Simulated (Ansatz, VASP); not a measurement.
# SrCl2 in two plane-wave programs

Aim: how closely do two programs agree when they are given the same cell, functional and k mesh?

Program: Ansatz 0.2.0. Level of theory: plane waves, with VASP 6.6.1 beside it; single point at PBE. Results are calculated unless marked as measured.

## (1) Set-up

It takes space group Fm-3m (No. 225, cubic). Conventional cell: a = 6.977 Å, b = 6.977 Å, c = 6.977 Å, α = 90.00°, β = 90.00°, γ = 90.00°. Nearest to Sr lie 8 Cl at 3.02 Å. Nearest to Cl lie 4 Sr at 3.02 Å. Farther neighbours and most contacts between anions are not listed.

Structure file:

```
Sr Cl
1.0
     0.00000    3.48835    3.48835
     3.48835    0.00000    3.48835
     3.48835    3.48835    0.00000
Sr Cl
1 2
Cartesian
  0.0000 0.0000 0.0000
  5.2325 5.2325 5.2325
  1.7442 1.7442 1.7442
```

## (2) VASP: single point, PBE

With cell and atoms fixed, the geometry can't cause a difference; cores, projectors, grids and the points listed under the comparison can.

Lines of VASP's logs that name or quote its potential files are left out, and so is its time.

File INCAR:

```
SYSTEM = SrCl2
PREC = Accurate
ENCUT = 400
EDIFF = 1E-06
NELM = 100
ISMEAR = -1
SIGMA = 0.05
LREAL = .FALSE.
ALGO = Normal
GGA = PE
LORBIT = 11
LWAVE = .FALSE.
LCHARG = .FALSE.
ISIF = 2
```

File POSCAR:

```
SrCl2
1.0
    0.0000000000      3.4883500000      3.4883500000
    3.4883500000      0.0000000000      3.4883500000
    3.4883500000      3.4883500000      0.0000000000
Sr Cl
1 2
Direct
    0.0000000000      0.0000000000      0.0000000000
    0.7500000000      0.7500000000      0.7500000000
    0.2500000000      0.2500000000      0.2500000000
```

File KPOINTS:

```
Automatic mesh
0
Gamma
7 7 7
0 0 0
```

PAW data sets: Sr_sv and Cl (PBE family, release 64).

On the command line:

```console
$ mpirun -np 1 vasp_std
```

Numbers of over 12 decimals in the logs are rounded to 6 here.

The log of the run:

```text
[banner, memory and clock lines left out]
running    1 mpi-ranks, on    1 nodes
 distrk:  each k-point on    1 cores,    1 groups
 distr:  one band on    1 cores,    1 groups

 POSCAR found type information on POSCAR SrCl
 POSCAR found :  2 types and       3 ions
 LDA part: xc-table for (Slater+PW92), standard interpolation
 POSCAR, INCAR and KPOINTS ok, starting setup
 FFT: planning ... GRIDC
 FFT: planning ... GRID_SOFT
 FFT: planning ... GRID
 WAVECAR not read
 entering main loop
       N       E                     dE             d eps       ncg     rms          rms(c)
DAV:   1     0.131679962299E+03    0.13168E+03   -0.10099E+04   640   0.110E+03
DAV:   2    -0.539978576628E+01   -0.13708E+03   -0.13465E+03   856   0.226E+02
DAV:   3    -0.128424217931E+02   -0.74426E+01   -0.74377E+01   880   0.581E+01
DAV:   4    -0.130565755558E+02   -0.21415E+00   -0.21411E+00  1128   0.830E+00
DAV:   5    -0.130582306028E+02   -0.16550E-02   -0.16550E-02   944   0.658E-01    0.130E+01
DAV:   6    -0.127624170274E+02    0.29581E+00   -0.77839E-01   832   0.507E+00    0.845E+00
DAV:   7    -0.127724398146E+02   -0.10023E-01   -0.45603E-01   968   0.417E+00    0.205E+00
DAV:   8    -0.127769150964E+02   -0.44753E-02   -0.64064E-02   824   0.149E+00    0.331E-01
DAV:   9    -0.127783074080E+02   -0.13923E-02   -0.24545E-03   888   0.307E-01    0.122E-01
DAV:  10    -0.127796831127E+02   -0.13757E-02   -0.11858E-03   784   0.225E-01    0.319E-02
DAV:  11    -0.127797591814E+02   -0.76069E-04   -0.92895E-05   992   0.557E-02    0.373E-02
DAV:  12    -0.127797709253E+02   -0.11744E-04   -0.15817E-05   816   0.225E-02    0.107E-02
DAV:  13    -0.127797738510E+02   -0.29257E-05   -0.63740E-06   872   0.141E-02    0.364E-03
DAV:  14    -0.127797737481E+02    0.10281E-06   -0.28989E-07   664   0.384E-03
   1 F= -.12779774E+02 E0= -.12779774E+02  d E =-.825479E-11
```

From OUTCAR (step 2):

```text
ion  position               nearest neighbor table
   1  0.000  0.000  0.000-   2 3.02   2 3.02   2 3.02   2 3.02   3 3.02   3 3.02   3 3.02   3 3.02

  LATTYP: Found a face centered cubic cell.
 ALAT       =     6.9767000000

 Subroutine GETGRP returns: Found 48 space group operations
 (whereof 48 operations were pure point group operations)

The static configuration has the point symmetry O_h .

 Found     20 irreducible k-points:

   k-points           NKPTS =     20   k-points in BZ     NKDIM =     20   number of bands    NBANDS=     16

   dimension x,y,z NGX =    32 NGY =   32 NGZ =   32
   dimension x,y,z NGXF=    64 NGYF=   64 NGZF=   64

   ENCUT  =  400.0 eV  29.40 Ry    5.42 a.u.   8.04  8.04  8.04*2*pi/ulx,y,z

   NELECT =      24.0000    total number of electrons

 k-points in reciprocal lattice and weights: Automatic mesh
   0.00000000  0.00000000  0.00000000       0.003
   0.14285714  0.00000000  0.00000000       0.023
   0.28571429  0.00000000  0.00000000       0.023
   0.42857143  0.00000000  0.00000000       0.023
   0.14285714  0.14285714  0.00000000       0.017
   0.28571429  0.14285714  0.00000000       0.070
   0.42857143  0.14285714  0.00000000       0.070
  -0.42857143  0.14285714  0.00000000       0.070
  -0.28571429  0.14285714  0.00000000       0.070
[...]
-0.42857143  0.42857143  0.14285714       0.070
  -0.28571429  0.42857143  0.14285714       0.070

 average (electrostatic) potential at core
       1 -38.7493       2 -93.1262       3 -93.1262

 E-fermi :   1.2932

 k-point     1 :       0.0000    0.0000    0.0000
  band No.  band energies     occupation
    ...
      8      -1.9722      2.00000
      9      -1.9722      2.00000
     10      -0.1833      2.00000
     11      -0.1833      2.00000
     12      -0.1833      2.00000
     13       5.4886      0.00000
     14       6.2495      0.00000
     15       6.2495      0.00000
     16       9.1879      0.00000

 k-point     2 :       0.1429    0.0000    0.0000
  band No.  band energies     occupation
    ...
      8      -1.8971      2.00000
      9      -1.8324      2.00000
     10      -0.4210      2.00000
     11      -0.2952      2.00000
     12      -0.2952      2.00000
     13       5.9384      0.00000
     14       6.4077      0.00000
     15       6.4077      0.00000
     16       8.3048      0.00000

 k-point     3 :       0.2857    0.0000    0.0000
  band No.  band energies     occupation
    ...
      8      -1.6972      2.00000
      9      -1.5272      2.00000
     10      -0.8815      2.00000
     11      -0.5624      2.00000
     12      -0.5624      2.00000
     13       6.7033      0.00000
     14       6.7033      0.00000
     15       6.7879      0.00000
     16       7.9844      0.00000

  Total        0.5587059      0.5587059      0.5587059      0.0000000     -0.0000000      0.0000000
  in kB       10.5439579     10.5439579     10.5439579      0.0000000     -0.0000000      0.0000000
  external PRESSURE =      10.5439579 kB  Pullay stress =       0.0000000 kB

  energy-cutoff  :      400.00
  volume of cell :       84.90
      direct lattice vectors                 reciprocal lattice vectors
     0.000000000  3.488350000  3.488350000    -0.143334241  0.143334241  0.143334241
     3.488350000  0.000000000  3.488350000     0.143334241 -0.143334241  0.143334241
     3.488350000  3.488350000  0.000000000     0.143334241  0.143334241 -0.143334241

 POSITION                                       TOTAL-FORCE (eV/Angst)
 -----------------------------------------------------------------------------------
      0.00000      0.00000      0.00000         0.000000      0.000000     -0.000000
      5.23252      5.23252      5.23252        -0.000000     -0.000000      0.000000
      1.74418      1.74418      1.74418         0.000000      0.000000     -0.000000
 -----------------------------------------------------------------------------------
    total drift:                                0.000000     -0.000000      0.000000

  FREE ENERGIE OF THE ION-ELECTRON SYSTEM (eV)
  ---------------------------------------------------
  free  energy   TOTEN  =       -12.7797737481 eV

  energy  without entropy=      -12.7797737481  energy(sigma->0) =      -12.77977375

 total charge
# of ion       s       p       d       tot
------------------------------------------
    1        1.997   5.768   0.153   7.917
    2        1.592   3.583   0.000   5.175
    3        1.592   3.583   0.000   5.175
--------------------------------------------------
tot          5.181  12.933   0.153  18.267

[... 3 further parts left out ...]
```

The run ends at a pressure of 1.05 GPa.

## (3) Ansatz: single point, PBE

Ansatz runs on its default PAW (the set named soft_2) files.

The same cell, functional, mesh and smearing now go to Ansatz, which takes its cutoff from its data sets.

File input.yaml:

```yaml
crystal:
  lattice:
    - [0.0, 3.48835, 3.48835]
    - [3.48835, 0.0, 3.48835]
    - [3.48835, 3.48835, 0.0]
  atoms:
    - { symbol: Sr, position: [0.0, 0.0, 0.0] }
    - { symbol: Cl, position: [0.75, 0.75, 0.75] }
    - { symbol: Cl, position: [0.25, 0.25, 0.25] }
hamiltonian:
  xc: pbe
  pseudopotentials: { kind: paw }
kpoints:
  mp_grid: { grid: [7, 7, 7] }
scf:
  occupations: { method: fermi_dirac, width: 0.05 }
  n_extra_bands: 4
output:
  forces: true
  stress: true
  eigenvalues: true
```

On the command line:

```console
$ ansatz run input.yaml --threads 2 --pin off --max-ram 4608MiB --backend cpu --events-out ev --progress --plain --runs-dir out
```

The log of the run:

```text
scf.n_extra_bands = 4 over 12 filled bands (N_el = 24.0): the run solves 16 bands
Engine: ansatz 0.2.0, x86_64-unknown-linux-gnu
Pseudopotentials: kind: paw
Pseudopotential: Sr, paw, valence charge 10, recommended cutoff 420 eV (normal), Sr.paw.azcp
Pseudopotential: Cl, paw, valence charge 7, recommended cutoff 420 eV (normal), Cl.paw.azcp
Functional definition: PBE
  parameter kappa = 0.804
  parameter beta = 0.066725
  exchange = pbe_x(kappa = kappa, mu = beta*pi^2/3)
  correlation = pbe_c(beta = beta)
Crystal: 3 atoms, lattice volume = 84.897 Å³
Basis set: ecut = 420 eV, 1639 PW (Γ), exchange–correlation on 72×72×72 points (8 copies of the dense FFT grid, shifted against one another)
Bands: 16, of which v1, the nominal top of the filled ones, is band 12 counted from 1 (11 counted from 0)
Symmetry: 48 space group operations
Space group: Fm-3m (ITA 225), of the structure as read, at distance tolerance 4.4e-5 Å
k-points: 20 of 343
Non-local potential: Sr, projectors of the file, l = 0: 3, l = 1: 2, l = 2: 2
Non-local potential: Cl, projectors of the file, l = 0: 2, l = 1: 2, l = 2: 2
PAW form: soft (Blöchl's): semilocal exchange-correlation on the pseudo side does not see the compensation charge
PAW one-centre angular grid: Sr, 110 points (default); XC on 64 Gauss nodes
PAW one-centre angular grid: Cl, 110 points (default); XC on 64 Gauss nodes
Initial density: superposition of atomic densities (neutral atoms: chi_scale 0, normalization atom), corrected by the library's trained network
Initial wavefunctions: pseudopotential atomic-orbital guess
Functional: x = pbe(κ = 0.804, μ = 0.219515), c = pbe(β = 0.066725)
SCF iter   1: F=—  HF=-5710.723625 eV  |F-HF|=—  |Δ(HF+E_count)|=         —  Δρ=3.63e-4  dr2=6.66e-5  ethr=1.77e-3  ⟨swp⟩=9.6  Hψ=2326  notcnv=0
preconditioner: auto → none  [insulator: Δε(μ)=5.377 eV  Ē_g=14.081 eV  σ=0.050 eV  W_gap=1.00  n_scr=14 (ndim 8)  ℏωp=18.9 eV  f_vac=0.093  D(μ)=0.00/eV (n_scr^D=0)  ε∞_Penn≈2.8]
SCF iter   2: F=—  HF=-5710.724788 eV  |F-HF|=—  |Δ(HF+E_count)|=   1.16e-3  Δρ=1.95e-4  dr2=1.70e-5  ethr=2.78e-7  ⟨swp⟩=3.5  Hψ=976  notcnv=0
SCF iter   3: F=—  HF=-5710.724816 eV  |F-HF|=—  |Δ(HF+E_count)|=   2.80e-5  Δρ=1.04e-4  dr2=3.21e-6  ethr=7.10e-8  ⟨swp⟩=2.0  Hψ=437  notcnv=0
SCF iter   4: F=—  HF=-5710.724850 eV  |F-HF|=—  |Δ(HF+E_count)|=   3.45e-5  Δρ=1.95e-5  dr2=2.80e-7  ethr=1.34e-8  ⟨swp⟩=2.0  Hψ=560  notcnv=0
iter 5 did not close the SCF: its close was put off for the readings that it lacked (scf_convergence_deferred on its scf_iter line)
SCF iter   5: F=-5710.724850 eV  HF=-5710.724850 eV  |F-HF|=6.39e-9  |Δ(HF+E_count)|=   7.19e-8  Δρ=9.92e-6  dr2=6.75e-8  ethr=1.17e-9  ⟨swp⟩=2.8  Hψ=498  notcnv=0
SCF iter   6: F=-5710.724850 eV  HF=-5710.724850 eV  |F-HF|=5.49e-10  |Δ(HF+E_count)|=   1.45e-8  Δρ=3.72e-6  dr2=9.06e-9  ethr=2.81e-10  ⟨swp⟩=3.7  Hψ=1444  notcnv=0
SCF 1 converged in 6 iterations: F = -5710.724850 eV  dr2 = 9.06e-9
  greatest PAW one-centre occupation: 0.986 electrons in one spin orbital (limit 2), on the Sr atom at site 0 (counted from 0), in its partial waves of l = 0
SCF converged after 6 iterations
Free energy (F): -5710.724850 eV
Harris-Foulkes:  -5710.724850 eV  (|F-HF|=5.49e-10)
Internal energy: -5710.724850 eV  (E = F + TS)
E sigma→0 (E₀):  -5710.724850 eV
Fermi energy:    5.823241 eV
--- Per-component energies (eV) ---
  E_band       = -146.970261
  E_kinetic    = 568.634758
  E_local      = -1182.081494  (includes V_loc(G=0)·N_el)
  E_nonlocal   = 258.820036
  E_hartree    = 325.116621
  E_xc         = -389.085025
  E_vxc        = -408.033252  (∫ρ·V_xc dr)
  E_paw        = -4013.362290  (= ΣΔE_a)
  E_vpaw       = -34.545711  (= ΣTr[D̂ρ^β])
  E_aug_tail   = 0.000179  (compensation charges beyond the density's cutoff)
  E_ewald      = -1278.767635
  E_smearing   = -0.000000  (= −TS)
  E_closure    = 0.000000  (closes the sum)
  Σ components = -5710.724850   (vs F -5710.724850, Δ=0.00e0)
--- Forces (eV/Å), atoms counted from 1 ---
  atom   1  Sr    -0.00000000     0.00000000    -0.00000000
  atom   2  Cl    -0.00000000     0.00000000    -0.00000000
  atom   3  Cl     0.00000000    -0.00000000     0.00000000
  max |Σ_I F_I| component: 2.43e-30 eV/Å
--- Stress (GPa, compression-positive) ---
        0.988084       0.000000      -0.000000
        0.000000       0.988084      -0.000000
        0.000000       0.000000       0.988084
  P = ⅓ Tr σ = 0.9881 GPa (9.881 kbar)
--- Band table (eV; the first three rows and the last of 20) ---
  k-point 0: bands = [... 8 lower, 0.9811, 2.7647, 2.7647, 2.7647, 8.4421, 9.2018, 9.2018, 12.0709]
  k-point 1: bands = [... 8 lower, 1.1203, 2.5278, 2.6535, 2.6535, 8.8917, 9.3606, 9.3606, 11.2275]
  k-point 2: bands = [... 8 lower, 1.4239, 2.0688, 2.3873, 2.3873, 9.6593, 9.6593, 9.7388, 10.9198]
  k-point 19: bands = [... 8 lower, 1.7117, 2.0525, 2.7221, 2.9567, 9.2674, 10.1894, 10.3025, 10.4998]
```

Elapsed: 0.74 s, on 2 threads of Intel Xeon 6975P-C (Granite Rapids), shared host; peak memory 0.38 GiB.

The run ends at a pressure of 0.99 GPa.

## (4) Differences

Known differences besides the potentials themselves: the cutoff is 420 eV in Ansatz and 400 eV in VASP; VASP leaves aspherical gradient terms in its spheres out (LASPH is not set), Ansatz keeps them. Total energies have different zeros and are not compared.

Both answers:

```
              quantity  Ansatz   VASP  difference
        pressure (GPa)    0.99   1.05       -0.07
gap on the k mesh (eV)   5.378  5.370      +0.008
```

A gap on the mesh is an upper bound, since the band edges may lie between its points.

## (5) What came out

| Property | Result |
| --- | --- |
| difference in gap on the k mesh (single point, PBE) | 0.0082 eV |

What this shows: The difference in gap on the k mesh is 0.0082 eV (single point, PBE), within the 0.08 eV picked in this series as the mark of a large difference. How closely two codes agree says nothing of how well the functional describes the real material.

[Lines on the potential files, build, host, timing and source positions are cut from VASP's logs without a mark.]

[Logs are printed without paths, hosts, clocks, repeated set-up lines and the standing remarks that a program may print on its own settings, such as how far it seeks lower states.]

[Hosts, paths, dates, database ids (printed as entryN), source tags and the programs' standing remarks are cut or masked in the printed files.]
